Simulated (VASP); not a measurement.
# Al15CoN16 (a cell with a defect) in VASP: further runs, part 3 of 3

VASP 6.6.1. Earlier steps stand in the parts before.

## Step 5: Single point, PBEsol+U, collinear spin, ferromagnetic start

Input file INCAR:

```
SYSTEM = Al15CoN16
PREC     = Accurate       ! precision mode
ENCUT    = 450            ! plane-wave cutoff, eV
EDIFF    = 1E-5           ! SCF threshold, eV
ISMEAR   = 0              ! smearing method
SIGMA    = 0.03           ! smearing width, eV
LREAL    = Auto         
LASPH    = .TRUE.         ! aspherical terms in the spheres
NELM     = 120            ! most SCF steps
ALGO     = Normal         ! electronic algorithm
ISIF     = 2              ! what is computed and relaxed
LWAVE    = .FALSE.        ! write WAVECAR
LCHARG   = .FALSE.        ! write CHGCAR
ISPIN    = 2              ! spin polarisation
MAGMOM   = 4 0 0 0 0 0 0 0 0 0 0 0 0 0 0 0 0 0 0 0 0 0 0 0 0 0 0 0 0 0 0 0 ! initial moments
LORBIT   = 11             ! projections on sites
LMAXMIX  = 4              ! l up to which the mixer works
LDAU     = .TRUE.         ! DFT+U
LDAUTYPE = 2            
LDAUL    = 2 -1 -1        ! shell
LDAUU    = 4 0 0          ! U, eV
LDAUJ    = 0 0 0        
LDAUPRINT= 1            
GGA      = PS             ! functional
ISYM     = 0            
KPAR     = 4
```

Input file KPOINTS:

```
regular mesh
0
G
  3 3 2
  0 0 0
```

Input file POSCAR:

```
Al15CoN16                               
1.0
    6.2200008610      0.0000000000      0.0000000000
   -3.1100004305      5.3866787572      0.0000000000
    0.0000000000      0.0000000000      9.9600000000
  Co              Al              N             
     1    15    16
Direct
     0.3335150572688744    0.1663755169419767    0.9998826939994846
     0.3339535781045957    0.1670158651185435    0.4998697030027484
     0.3366598890282583    0.6685181688654034    0.0018538401508738
     0.3341994603497865    0.6672114795026574    0.5006177264790899
     0.8343903716200416    0.1680711687371176    0.0010245544753325
     0.8339570074391978    0.1671017853941122    0.5006365401659967
     0.8334859880083215    0.6686999138763133    0.0018346977516030
     0.8343298570817061    0.6674419446799869    0.5006271404586966
     0.1663442451631141    0.3330964599483605    0.2506446440679388
     0.1673103338820413    0.3343633059753276    0.7497178173203156
     0.1664655937802767    0.8317290811033927    0.2512676089924623
     0.1676576386790801    0.8350679180707820    0.7504424440365165
     0.6673258169883116    0.3334967227496317    0.2506740109312909
     0.6671965720387122    0.3343281110048445    0.7496692619673891
     0.6674634850786823    0.8340452906630471    0.2511883163070791
     0.6672677813291436    0.8343431051235438    0.7505926733097112
     0.3327301592354257    0.1649976532521527    0.1956264461206569
     0.3339224575221131    0.1677087164222258    0.6908443634938422
     0.3343584963945858    0.6665835419000586    0.1922918017956608
     0.3342364022244204    0.6682424710975493    0.6914118008476653
     0.8337400963490899    0.1672767511027923    0.1915600704443420
     0.8336478059097927    0.1671291053843214    0.6911850688616348
     0.8334994335060025    0.6668823857452615    0.1922653317666768
     0.8342260415405530    0.6682522545951263    0.6913954958322966
     0.1670977020817193    0.3339382863391847    0.4416949143222301
     0.1666252683979544    0.3390567497497745    0.9399724348822869
     0.1673026540344565    0.8332381141653751    0.4418671465487250
     0.1651579760598520    0.8284619208689489    0.9419648498495178
     0.6677569277667116    0.3341250891194256    0.4417571357245976
     0.6735604217256936    0.3392008385154296    0.9397812654795034
     0.6675487780056344    0.8339576034306898    0.4417184959100438
     0.6685667034058373    0.8356266805566245    0.9417017047037980
```

The run is started by

```console
$ cat potpaw_PBE.64/Co/POTCAR potpaw_PBE.64/Al/POTCAR potpaw_PBE.64/N/POTCAR > POTCAR
$ mpirun -np 4 vasp_std > vasp.out
```

Wall time 5.1 min (4 MPI ranks of Intel Xeon 6975P-C (Granite Rapids), shared host); peak memory 0.72 GiB.

It converged, with:

| Quantity | Value |
| --- | --- |
| Free energy | -247.0654 eV |
| Largest force | 0.027 eV/Å |
| Band gap on the k mesh | 1.30 eV, indirect (least direct gap 1.47 eV) |
| Net moment | 4.00 μB per cell |
| Site moments | Co +2.93; Al +0.00, +0.01; N +0.13, +0.01, -0.00, +0.14, +0.15, +0.00 μB |
| Valence electrons inside the program's atomic spheres | Co 8.18; Al 0.81, 0.82; N 3.80, 3.84 |

Forces in eV/Å, atoms in the order of the input:
```
Co   0.015  0.006 -0.002
Al  -0.006  0.000 -0.006
Al   0.003  0.009  0.008
Al   0.002  0.003  0.004
Al   0.001 -0.007 -0.011
Al  -0.004  0.006 -0.008
Al  -0.004 -0.003  0.001
Al  -0.013 -0.005  0.004
Al  -0.003  0.011 -0.014
Al   0.000  0.006  0.014
Al  -0.004 -0.012 -0.004
Al   0.004 -0.012  0.003
Al   0.012 -0.008 -0.015
Al   0.010  0.013  0.012
Al   0.001  0.000 -0.012
Al   0.011  0.003  0.017
N    0.008 -0.008 -0.003
N    0.003 -0.006  0.011
N   -0.003 -0.003 -0.006
N    0.011 -0.005  0.002
N    0.008 -0.012 -0.002
N    0.007  0.009 -0.003
N   -0.007 -0.008 -0.004
N    0.005  0.001  0.003
N    0.000  0.006  0.009
N   -0.013  0.014 -0.019
N   -0.008 -0.008  0.014
N   -0.018 -0.008  0.005
N    0.000  0.004  0.001
N   -0.005  0.009  0.001
N   -0.005  0.002  0.007
N   -0.011  0.005 -0.006
```

Levels at points of the mesh, in eV from the valence-band top:
Spin up:
| k point | band 65 | band 66 | band 67 | band 68 | band 69 | band 70 | band 71 | band 72 | band 73 | band 74 |
| --- | --- | --- | --- | --- | --- | --- | --- | --- | --- | --- |
| (0.00, 0.00, 0.00) | -0.84 | -0.83 | -0.20 | -0.02 | 0.00 | 3.67 | 4.72 | 4.72 | 4.76 | 4.83 |
| (0.00, 0.00, 0.50) | -0.82 | -0.80 | -0.74 | -0.03 | -0.02 | 4.45 | 4.46 | 4.50 | 4.60 | 4.62 |
Spin down:
```
           k point  band 63  band 64  band 65  band 66  band 67  band 68
(0.00, 0.00, 0.00)    -0.79    -0.67    -0.59     1.47     1.66     1.94
(0.00, 0.00, 0.50)    -0.88    -0.82    -0.54     1.48     1.57     1.92
```

Eigenvalues of the final occupation matrices:
```
    site  spin  trace               eigenvalues
site 1 d     1   4.96  0.97 0.98 1.00 1.00 1.00
site 1 d     2   2.14  0.13 0.27 0.38 0.40 0.97
```

Caveat: the cutoff is under 1.25 times the usual one of these potentials, so pressure, stress and relaxed cells hold a basis-set (Pulay) error; the PAW data sets were made with another functional, which shifts forces and pressure a little. The state reached can hang on the start; a lower one may exist.

## Step 6: Single point, PBEsol+U, collinear spin, ferromagnetic start

Changes to INCAR since step 5:

```diff
@@ -16,2 +16,3 @@
 LORBIT   = 11             ! projections on sites
+NUPDOWN  = 4              ! fixed moment
 LMAXMIX  = 4              ! l up to which the mixer works
@@ -20,3 +21,3 @@
 LDAUL    = 2 -1 -1        ! shell
-LDAUU    = 4 0 0          ! U, eV
+LDAUU    = 6 0 0          ! U, eV
 LDAUJ    = 0 0 0
```

KPOINTS is that of step 5.

POSCAR is that of step 5.

Potentials or basis: VASP PAW PBE potentials, release 64 (Co, Al, N).

The run is started by

```console
$ cat potpaw_PBE.64/Co/POTCAR potpaw_PBE.64/Al/POTCAR potpaw_PBE.64/N/POTCAR > POTCAR
$ mpirun -np 4 vasp_std > vasp.out
```

OUTCAR:

```text
SYSTEM = Al15CoN16
   PREC = Accurate
   ENCUT = 450
   EDIFF = 1E-5
   ISMEAR = 0
   LREAL = Auto
   LASPH = .TRUE.
   NELM = 120
   ISIF = 2
   ISPIN = 2
   LORBIT = 11
   NUPDOWN = 4
   GGA = PS
   ISYM = 0

 ion  position               nearest neighbor table
   1  0.334  0.166  1.000-  28 1.91  26 1.92  30 1.93  17 1.95  12 3.06  14 3.07  10 3.07  13 3.08
                             9 3.08  11 3.09   7 3.10   3 3.11   5 3.11   5 3.11   3 3.11   7 3.12
   2  0.334  0.167  0.500-  27 1.89  29 1.89  25 1.89  18 1.90  13 3.06   9 3.06  11 3.06  14 3.07
                            12 3.07  10 3.07   8 3.11   4 3.11   6 3.11   6 3.11   4 3.11   8 3.11
   3  0.337  0.669  0.002-  26 1.88  28 1.88  32 1.89  19 1.90  15 3.06  11 3.07   9 3.07  16 3.07
                            12 3.09   7 3.09  10 3.09   5 3.10   1 3.11   1 3.11   5 3.12   7 3.13
   4  0.334  0.667  0.501-  27 1.89  25 1.89  31 1.89  20 1.90  10 3.06  11 3.06  15 3.07  16 3.07
                            12 3.07   9 3.07   6 3.11   2 3.11   8 3.11   8 3.11   2 3.11   6 3.11
   5  0.834  0.168  0.001-  32 1.89  30 1.89  26 1.89  21 1.90   9 3.06  13 3.06  15 3.07  16 3.07
                            10 3.08  14 3.08   3 3.10   7 3.10   1 3.11   1 3.11   7 3.12   3 3.12
   6  0.834  0.167  0.501-  31 1.89  25 1.89  29 1.89  22 1.90  10 3.06  14 3.06  15 3.06   9 3.07
                            16 3.07  13 3.07   4 3.11   8 3.11   2 3.11   2 3.11   8 3.11   4 3.11
   7  0.833  0.669  0.002-  30 1.88  28 1.88  32 1.89  23 1.90  15 3.06  11 3.06  13 3.07  16 3.08
                            12 3.08   3 3.09  14 3.09   1 3.10   5 3.10   5 3.12   1 3.12   3 3.13
   8  0.834  0.667  0.501-  27 1.89  29 1.89  31 1.89  24 1.90  11 3.06  14 3.06  15 3.07  12 3.07
                            13 3.07  16 3.07   2 3.11   6 3.11   4 3.11   4 3.11   6 3.11   2 3.11
   9  0.166  0.333  0.251-  17 1.88  21 1.89  19 1.89  25 1.90   5 3.06   2 3.06   3 3.07   6 3.07
[... 17 lines left out ...]
  19  0.334  0.667  0.192-  11 1.89  15 1.89   9 1.89   3 1.90
  20  0.334  0.668  0.691-  16 1.89  12 1.89  10 1.89   4 1.90
  21  0.834  0.167  0.192-   9 1.89  13 1.89  15 1.89   5 1.90
  22  0.834  0.167  0.691-  16 1.89  14 1.89  10 1.89   6 1.90
[... 8 lines left out ...]
  31  0.668  0.834  0.442-   6 1.89   8 1.89   4 1.89  15 1.90
  32  0.669  0.836  0.942-   7 1.89   3 1.89   5 1.89  16 1.90

IMPORTANT INFORMATION: All symmetrisations will be switched off!
NOSYMM: (Re-)initialisation of all symmetry stuff for point group C_1.

[... 1879 lines left out ...]
------------------------ aborting loop because EDIFF is reached ----------------------------------------

  FORCE on cell =-STRESS in cart. coord.  units (eV):
  Direction    XX          YY          ZZ          XY          YZ          ZX
  --------------------------------------------------------------------------------------
  -------------------------------------------------------------------------------------
  Total        0.7551921      1.7909705      0.4385395     -0.1021443     -0.5996152     -0.0767759
  in kB        3.6257442      8.5986083      2.1054668     -0.4904039     -2.8788057     -0.3686077
  external PRESSURE =       4.7766064 kB  Pullay stress =       0.0000000 kB

 VOLUME and BASIS-vectors are now :
 -----------------------------------------------------------------------------
  energy-cutoff  :      450.00
  volume of cell :      333.71
      direct lattice vectors                 reciprocal lattice vectors
     6.220000861  0.000000000  0.000000000     0.160771682  0.092821574  0.000000000
    -3.110000430  5.386678757  0.000000000     0.000000000  0.185643148  0.000000000
     0.000000000  0.000000000  9.960000000     0.000000000  0.000000000  0.100401606

 POSITION                                       TOTAL-FORCE (eV/Angst)
 -----------------------------------------------------------------------------------
      1.55704      0.89621      9.95883        -0.001088      0.007818     -0.037186
      1.55777      0.89966      4.97870        -0.007827     -0.003714     -0.006031
      0.01493      3.60109      0.01846        -0.019600     -0.008325     -0.011380
      0.00369      3.59405      4.98615         0.000303      0.004800      0.008743
      4.66721      0.90535      0.01020        -0.001745      0.014104     -0.023960
      4.66753      0.90012      4.98634        -0.001450      0.003881     -0.007358
[... 24 lines left out ...]
      1.55855      4.49226      4.39952        -0.004805      0.002825      0.004062
      1.55969      4.50125      9.37935        -0.010907      0.006541      0.001750
 -----------------------------------------------------------------------------------
    total drift:                               -0.004586     -0.009339     -0.011567

  FREE ENERGIE OF THE ION-ELECTRON SYSTEM (eV)
  ---------------------------------------------------
  free  energy   TOTEN  =      -246.2678288900 eV

  energy  without entropy=     -246.2678288900  energy(sigma->0) =     -246.26782889

 total charge

# of ion       s       p       d       tot
------------------------------------------
    1        0.482   0.636   7.067   8.185
    2        0.369   0.443   0.000   0.812
    3        0.371   0.448   0.000   0.819
    4        0.370   0.444   0.000   0.814
    5        0.369   0.442   0.000   0.811
    6        0.370   0.445   0.000   0.815
[... 24 lines left out ...]
   31        1.223   2.616   0.000   3.839
   32        1.223   2.617   0.000   3.840
--------------------------------------------------
tot         25.625  48.998   7.067  81.690

 magnetization (x)

# of ion       s       p       d       tot
------------------------------------------
    1        0.014   0.101   2.940   3.055
    2        0.000   0.000   0.000   0.000
    3        0.002   0.003   0.000   0.004
    4        0.000   0.001   0.000   0.001
    5        0.003   0.005   0.000   0.009
    6        0.000   0.001   0.000   0.001
[... 24 lines left out ...]
   31        0.000   0.002   0.000   0.002
   32       -0.000  -0.000   0.000  -0.001
--------------------------------------------------
tot          0.060   0.665   2.940   3.666
```

stdout:

```text
POSCAR found type information on POSCAR CoAlN
 POSCAR found :  3 types and      32 ions
 scaLAPACK will be used
 -----------------------------------------------------------------------------
|                                                                             |
|                                                                             |
|     You enforced a specific xc type in the INCAR file but a different       |
|     I HOPE YOU KNOW WHAT YOU ARE DOING!                                     |
|                                                                             |
 -----------------------------------------------------------------------------

 LDA part: xc-table for (Slater+PW92), standard interpolation
 POSCAR, INCAR and KPOINTS ok, starting setup
 FFT: planning ... GRIDC
 FFT: planning ... GRID_SOFT
 FFT: planning ... GRID
 WAVECAR not read
 entering main loop
```

It took 4.9 min on 4 MPI ranks of Intel Xeon 6975P-C (Granite Rapids), shared host; peak memory 0.73 GiB.

Results:

```
Free energy                                           : -246.2678 eV
Largest force                                         : 0.080 eV/Å
Net moment                                            : 4.00 μB per cell
Site moments                                          : Co +3.06; Al +0.00, +0.01; N +0.12, +0.01, -0.00, +0.13, +0.14, +0.00 μB
Valence electrons inside the program's atomic spheres : Co 8.19; Al 0.81, 0.82; N 3.81, 3.84
```

Forces on the atoms (eV/Å):
```
Co  -0.001  0.008 -0.037
Al  -0.008 -0.004 -0.006
Al  -0.020 -0.008 -0.011
Al   0.000  0.005  0.009
Al  -0.002  0.014 -0.024
Al  -0.001  0.004 -0.007
Al   0.010 -0.020 -0.012
Al  -0.012  0.000  0.009
Al   0.000  0.016  0.000
Al  -0.004  0.023  0.016
Al  -0.008 -0.006  0.006
Al   0.005 -0.024  0.002
Al   0.011  0.002 -0.012
Al   0.020  0.034  0.021
Al   0.003 -0.002 -0.009
Al   0.011 -0.002  0.012
N   -0.011 -0.041 -0.067
N    0.003 -0.006  0.025
N    0.000 -0.003 -0.007
N    0.011 -0.005 -0.002
N    0.008 -0.018  0.003
N    0.008  0.011  0.001
N   -0.008 -0.009 -0.004
N    0.005  0.002 -0.004
N    0.002  0.004  0.006
N    0.047 -0.004  0.029
N   -0.007 -0.009  0.014
N    0.006  0.055  0.038
N   -0.003  0.000 -0.003
N   -0.049 -0.025  0.009
N   -0.005  0.003  0.004
N   -0.011  0.007  0.002
```

Eigenvalues of the final occupation matrices:
```
    site  spin  trace               eigenvalues
site 1 d     1   5.02  0.98 0.99 1.01 1.02 1.02
site 1 d     2   2.08  0.09 0.24 0.36 0.41 0.98
```

Caveat: the k mesh is coarse (spacing up to 0.39 Å⁻¹), so the values aren't converged; the cutoff is under 1.25 times the usual one of these potentials, so pressure, stress and relaxed cells hold a basis-set (Pulay) error; the PAW data sets were made with another functional, which shifts forces and pressure a little; the total moment is fixed, so each spin has its own Fermi level. The state reached can hang on the start; a lower one may exist.

## Step 7: Summary

| task | U | fixed moment (μB) | cell | k mesh | mesh quality | moment (μB) | largest force (eV/Å) |
| --- | --- | --- | --- | --- | --- | --- | --- |
| single point | Co d U = 4 eV | 2 | as given | 4 × 4 × 2 | not flagged | 2.00 | 0.11 |
| single point | Co d U = 4 eV | 4 | as given | 3 × 3 × 2 | coarse | 4.00 | 0.50 |
| relaxation of the atoms | Co d U = 4 eV | 4 | atoms relaxed from: atoms moved at random, drawn with an rms of 0.05 Å | 3 × 3 × 2 | coarse | 4.00 | 0.02 |
| single point | Co d U = 4 eV | - | as given | 3 × 3 × 2 | not flagged | 4.00 | 0.03 |
| single point | Co d U = 6 eV | 4 | as given | 3 × 3 × 2 | coarse | 4.00 | 0.08 |

Alike in all rows: level PBEsol+U; potentials or basis VASP PAW PBE potentials, release 64 (Co, Al, N); spin collinear, ferromagnetic start; cutoff (eV) 450; smearing gaussian 0.03 eV.

Caveats: some runs use coarse meshes; the cutoff is under 1.25 times the usual one of these potentials, so pressure, stress and relaxed cells hold a basis-set (Pulay) error; the PAW data sets were made with another functional, which shifts forces and pressure a little; the total moment is fixed, so each spin has its own Fermi level (some runs).

Absolute energies hang on the potentials; compare differences alone.
